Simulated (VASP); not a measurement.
Data:

```xyz
2
Lattice="0.0000 2.8311 2.8311 2.8311 0.0000 2.8311 2.8311 2.8311 0.0000" Properties=species:S:1:pos:R:3 pbc="T T T"
Ca     0.0000     0.0000     0.0000
S      2.8311     2.8311     2.8311
```

Calculation: PBE GGA with D4 dispersion, VASP's PBE PAW potentials (set 64) (plane waves; VASP). Settings: 520 eV cut-off, Gaussian smearing of 0.050 eV, potentials Ca_sv S.

Question: Predict the band gap (along the path) with the smallest direct gap where there is one.

Answer: 
```
Property                                Value
------------------------------------  -------
band gap (along the path)             2.32 eV
smallest direct gap (along the path)  3.14 eV
```

Total energies compare only between runs with the same potentials, cut-off and functional.

The compound is CaS in the rock salt structure. It was relaxed first.
